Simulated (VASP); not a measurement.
All values below come from LDA (Ceperley-Alder, Perdew-Zunger), VASP's LDA PAW potentials (set 64) (plane waves; VASP 6.6.1).

The input files of a VASP run:

### INCAR
```
ALGO  =  Normal
EDIFF  =  1E-6
ENCUT  =  400
ISIF  =  2
ISMEAR  =  -1
LASPH  =  T
LCHARG  =  F
LMAXMIX  =  6
LREAL  =  F
LWAVE  =  F
NELM  =  100
PREC  =  Accurate
SIGMA  =  0.136
SYSTEM  =  IrB
```

### KPOINTS
```
Automatic mesh
0
Gamma
10 10 1
0 0 0
```

### POSCAR
```
IrB
1.0
  3.0421100000   0.0000000000   0.0000000000
 -1.5210550000   2.6345450000   0.0000000000
  0.0000000000   0.0000000000  22.7574000000
B Ir
3 3
Direct
  0.0000000000   0.0000000000   0.3515340000
  0.0000000000   0.0000000000   0.4703040000
  0.0000000000   0.0000000000   0.5890790000
  0.6666670000   0.3333330000   0.4109210000
  0.6666670000   0.3333330000   0.5296910000
  0.6666670000   0.3333330000   0.6484660000
```

POTCAR, in this order: B Ir (LDA.64 set). Program: vasp_std.

The resulting files:

File OSZICAR:
```
       N       E                     dE             d eps       ncg     rms          rms(c)
DAV:   1     0.279852274836E+03    0.27985E+03   -0.12886E+04   616   0.112E+03
DAV:   2    -0.232032600656E+02   -0.30306E+03   -0.28748E+03   692   0.377E+02
DAV:   3    -0.531926564819E+02   -0.29989E+02   -0.27895E+02   822   0.106E+02
DAV:   4    -0.548319696159E+02   -0.16393E+01   -0.16258E+01   878   0.269E+01
DAV:   5    -0.548789541006E+02   -0.46984E-01   -0.46887E-01   930   0.383E+00    0.336E+01
DAV:   6    -0.543640555089E+02    0.51490E+00   -0.79530E+01  1012   0.596E+01    0.146E+01
DAV:   7    -0.750118934785E+02   -0.20648E+02   -0.18658E+02  1206   0.134E+02    0.425E+01
DAV:   8    -0.494673911069E+02    0.25545E+02   -0.11325E+02  1096   0.592E+01    0.670E+00
DAV:   9    -0.502844084559E+02   -0.81702E+00   -0.12776E+01   918   0.203E+01    0.463E+00
DAV:  10    -0.501409144615E+02    0.14349E+00   -0.21905E+00   904   0.138E+01    0.271E+00
DAV:  11    -0.500872987935E+02    0.53616E-01   -0.56012E-01   992   0.745E+00    0.279E+00
DAV:  12    -0.500710543918E+02    0.16244E-01   -0.54653E-02   860   0.178E+00    0.213E+00
DAV:  13    -0.500637484214E+02    0.73060E-02   -0.59822E-02   994   0.139E+00    0.107E+00
DAV:  14    -0.500630934445E+02    0.65498E-03   -0.49450E-02  1004   0.908E-01    0.941E-01
DAV:  15    -0.500536924873E+02    0.94010E-02   -0.31144E-02  1204   0.152E+00    0.163E-01
DAV:  16    -0.500536608534E+02    0.31634E-04   -0.16543E-03   792   0.331E-01    0.110E-01
DAV:  17    -0.500538396874E+02   -0.17883E-03   -0.39666E-04   900   0.158E-01    0.294E-02
DAV:  18    -0.500540429124E+02   -0.20323E-03   -0.60736E-05   736   0.469E-02    0.209E-02
DAV:  19    -0.500542495388E+02   -0.20663E-03   -0.86382E-05   774   0.771E-02    0.246E-02
DAV:  20    -0.500543558227E+02   -0.10628E-03   -0.24924E-05   694   0.289E-02    0.176E-02
DAV:  21    -0.500544052805E+02   -0.49458E-04   -0.19681E-05   950   0.369E-02    0.491E-03
DAV:  22    -0.500544230567E+02   -0.17776E-04   -0.27300E-06   508   0.117E-02    0.834E-03
DAV:  23    -0.500544396514E+02   -0.16595E-04   -0.11961E-06   422   0.105E-02    0.644E-03
DAV:  24    -0.500544498540E+02   -0.10203E-04   -0.17418E-06   464   0.121E-02    0.200E-03
DAV:  25    -0.500544584699E+02   -0.86158E-05   -0.97741E-07   410   0.754E-03    0.221E-03
DAV:  26    -0.500544626284E+02   -0.41586E-05   -0.34632E-07   392   0.458E-03    0.117E-03
DAV:  27    -0.500544701231E+02   -0.74947E-05   -0.80186E-07   404   0.518E-03    0.998E-04
DAV:  28    -0.500544717964E+02   -0.16733E-05   -0.12268E-07   386   0.239E-03    0.565E-04
DAV:  29    -0.500544736057E+02   -0.18093E-05   -0.97657E-08   362   0.158E-03    0.491E-04
DAV:  30    -0.500544747342E+02   -0.11285E-05   -0.78147E-08   380   0.162E-03    0.278E-04
DAV:  31    -0.500544749936E+02   -0.25941E-06   -0.16404E-08   356   0.992E-04
   1 F= -.50054475E+02 E0= -.49914026E+02  d E =-.280897E+00
```

File OUTCAR:
```
------------------------ aborting loop because EDIFF is reached ----------------------------------------
  FORCE on cell =-STRESS in cart. coord.  units (eV):
  Direction    XX          YY          ZZ          XY          YZ          ZX
  --------------------------------------------------------------------------------------
  Total       -9.4701321     -9.4701354     -6.9932551      0.0000000      0.0000000     -0.0000000
  in kB      -83.1885287    -83.1885577    -61.4308858      0.0000000      0.0000000     -0.0000000
  external PRESSURE =     -75.9359907 kB  Pullay stress =       0.0000000 kB
  volume of cell :      182.39
      direct lattice vectors                 reciprocal lattice vectors
     3.042110000  0.000000000  0.000000000     0.328719211  0.189786092  0.000000000
    -1.521055000  2.634545000  0.000000000     0.000000000  0.379572184  0.000000000
     0.000000000  0.000000000 22.757400000     0.000000000  0.000000000  0.043941751
 POSITION                                       TOTAL-FORCE (eV/Angst)
 -----------------------------------------------------------------------------------
      0.00000      0.00000      8.00000         0.000000      0.000000      3.142828
      0.00000      0.00000     10.70290         0.000000      0.000000      0.233874
      0.00000      0.00000     13.40591         0.000000      0.000000      1.627900
      1.52106      0.87818      9.35149        -0.000000      0.000000     -2.952728
      1.52106      0.87818     12.05439         0.000000      0.000000     -0.535050
      1.52106      0.87818     14.75740        -0.000000      0.000000     -1.516825
 -----------------------------------------------------------------------------------
    total drift:                               -0.000538      0.000309     -0.000075
  FREE ENERGIE OF THE ION-ELECTRON SYSTEM (eV)
  ---------------------------------------------------
  free  energy   TOTEN  =       -50.0544749936 eV

  energy  without entropy=      -49.7735776002  energy(sigma->0) =      -49.91402630
```
(Selected blocks of OUTCAR.)

At this cut-off the stress carries a Pulay error, which pulls relaxed volumes low. The cell holds a wide vacuum, so values per volume refer to the whole cell.

The cell is a sheet with vacuum, built from a database entry that may be metastable or hypothetical.
